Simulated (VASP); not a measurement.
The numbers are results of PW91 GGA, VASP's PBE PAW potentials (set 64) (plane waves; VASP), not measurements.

A VASP calculation is set up with these files.

### KPOINTS
```
Automatic
0
Gamma
 15 15 15
0 0 0
```

INCAR:
```
# general
SYSTEM =W
PREC   =Accurate
ENCUT  =520   # plane-wave cut-off (eV)
LREAL  =.FALSE.   # projection in real space or not
LASPH  =.TRUE.   # aspherical one-centre terms

# electronic loop
EDIFF  =1E-6   # SCF stop (eV)
NELM   =100   # most electronic steps
ALGO   =Normal
LMAXMIX=6

# smearing
ISMEAR =1
SIGMA  =0.1

# functional
GGA    =91   # PW91

# ions
IBRION =2   # conjugate gradients
NSW    =60   # most ionic steps
ISIF   =3
EDIFFG =-0.01   # ionic stop

# output
LWAVE  =.FALSE.
LCHARG =.FALSE.
```

### POSCAR
```
W
1
   -1.5800000000     1.5800000000     1.5800000000
    1.5800000000    -1.5800000000     1.5800000000
    1.5800000000     1.5800000000    -1.5800000000
W
1
Direct
  0.0000000000   0.0000000000   0.0000000000
```

POTCAR, in this order: W_sv (PBE.64 set). Program: vasp_std.

What VASP printed:

**OSZICAR**
```
       N       E                     dE             d eps       ncg     rms          rms(c)
DAV:   1     0.769787296235E+02    0.76979E+02   -0.78415E+03  2648   0.145E+03
DAV:   2    -0.118815916122E+02   -0.88860E+02   -0.85616E+02  2832   0.330E+02
DAV:   3    -0.134800752845E+02   -0.15985E+01   -0.15746E+01  3001   0.438E+01
DAV:   4    -0.134895008583E+02   -0.94256E-02   -0.94291E-02  2849   0.349E+00
DAV:   5    -0.134895673039E+02   -0.66446E-04   -0.66445E-04  2988   0.313E-01    0.216E+01
DAV:   6    -0.129706453144E+02    0.51892E+00   -0.61709E-01  2817   0.106E+01    0.856E+00
DAV:   7    -0.128369833496E+02    0.13366E+00   -0.31636E-01  2915   0.710E+00    0.619E-01
DAV:   8    -0.128324240347E+02    0.45593E-02   -0.36567E-03  2730   0.873E-01    0.130E-01
DAV:   9    -0.128324571449E+02   -0.33110E-04   -0.46976E-05  2981   0.901E-02    0.622E-02
DAV:  10    -0.128324536520E+02    0.34928E-05   -0.97521E-06  2874   0.478E-02    0.134E-02
DAV:  11    -0.128324541198E+02   -0.46776E-06   -0.13208E-07  1531   0.461E-03
   1 F= -.12832454E+02 E0= -.12832641E+02  d E =-.128325E+02
       N       E                     dE             d eps       ncg     rms          rms(c)
DAV:   1    -0.152306806179E+02   -0.23982E+01   -0.60369E+01  2691   0.127E+02    0.151E+01
DAV:   2    -0.129583603025E+02    0.22723E+01   -0.41049E+00  2667   0.250E+01    0.437E+00
DAV:   3    -0.126840883424E+02    0.27427E+00   -0.88804E-01  2753   0.118E+01    0.221E+00
DAV:   4    -0.126890211825E+02   -0.49328E-02   -0.10450E-02  2736   0.140E+00    0.114E+00
DAV:   5    -0.126911842192E+02   -0.21630E-02   -0.42462E-03  2798   0.789E-01    0.303E-02
DAV:   6    -0.126911858820E+02   -0.16628E-05   -0.34922E-05  2891   0.756E-02    0.990E-03
DAV:   7    -0.126911864695E+02   -0.58747E-06   -0.90064E-07  1760   0.149E-02
   2 F= -.12691186E+02 E0= -.12691437E+02  d E =0.141268E+00
       N       E                     dE             d eps       ncg     rms          rms(c)
DAV:   1    -0.142888856206E+02   -0.15977E+01   -0.32260E+01  2700   0.852E+01    0.160E+01
DAV:   2    -0.130685385064E+02    0.12203E+01   -0.17675E+00  2679   0.189E+01    0.325E+00
DAV:   3    -0.128460754512E+02    0.22246E+00   -0.58988E-01  2735   0.103E+01    0.318E+00
DAV:   4    -0.128466066502E+02   -0.53120E-03   -0.14077E-02  2741   0.160E+00    0.147E-01
DAV:   5    -0.128462983291E+02    0.30832E-03   -0.20640E-03  2855   0.593E-01    0.256E-02
DAV:   6    -0.128462890833E+02    0.92458E-05   -0.25377E-05  2757   0.749E-02    0.160E-02
DAV:   7    -0.128462890376E+02    0.45685E-07   -0.10082E-06  1731   0.135E-02
   3 F= -.12846289E+02 E0= -.12846466E+02  d E =-.138349E-01
       N       E                     dE             d eps       ncg     rms          rms(c)
DAV:   1    -0.128465074008E+02   -0.21832E-03   -0.44974E-03  2715   0.106E+00    0.176E-01
DAV:   2    -0.128463418747E+02    0.16553E-03   -0.24640E-04  2706   0.214E-01    0.398E-02
DAV:   3    -0.128463144030E+02    0.27472E-04   -0.78864E-05  2745   0.117E-01    0.318E-02
DAV:   4    -0.128463161414E+02   -0.17384E-05   -0.17667E-06  2326   0.183E-02    0.418E-03
DAV:   5    -0.128463160507E+02    0.90761E-07   -0.23353E-07  1346   0.649E-03
   4 F= -.12846316E+02 E0= -.12846493E+02  d E =-.138619E-01
```

File OUTCAR:
```
------------------------ aborting loop because EDIFF is reached ----------------------------------------
  FORCE on cell =-STRESS in cart. coord.  units (eV):
  Direction    XX          YY          ZZ          XY          YZ          ZX
  --------------------------------------------------------------------------------------
  Total       -0.0033064     -0.0033064     -0.0033064     -0.0000000     -0.0000000      0.0000000
  in kB       -0.3259152     -0.3259152     -0.3259152     -0.0000000     -0.0000000      0.0000000
  external PRESSURE =      -0.3259152 kB  Pullay stress =       0.0000000 kB
  volume of cell :       16.25
      direct lattice vectors                 reciprocal lattice vectors
    -1.595757743  1.595757743  1.595757743     0.000000000  0.313330768  0.313330768
     1.595757743 -1.595757743  1.595757743     0.313330768  0.000000000  0.313330768
     1.595757743  1.595757743 -1.595757743     0.313330768  0.313330768  0.000000000
 POSITION                                       TOTAL-FORCE (eV/Angst)
 -----------------------------------------------------------------------------------
      0.00000      0.00000      0.00000         0.000000     -0.000000      0.000000
 -----------------------------------------------------------------------------------
    total drift:                                0.000000     -0.000000      0.000000
  FREE ENERGIE OF THE ION-ELECTRON SYSTEM (eV)
  ---------------------------------------------------
  free  energy   TOTEN  =       -12.8463160507 eV

  energy  without entropy=      -12.8468465451  energy(sigma->0) =      -12.84649288

 reached required accuracy - stopping structural energy minimisation
```
(Selected blocks of OUTCAR.)

### CONTCAR
```
W
   1.00000000000000
    -1.5957577432205075    1.5957577432205075    1.5957577432205075
     1.5957577432205075   -1.5957577432205075    1.5957577432205075
     1.5957577432205075    1.5957577432205075   -1.5957577432205075
  W
     1
Direct
     0.0000000000000000    0.0000000000000000    0.0000000000000000
```

Energy and stress use the plane-wave basis of the starting cell.

The compound is W in the bcc structure. This run relaxes it. Symmetry was kept, so distortions that lower it aren't found.
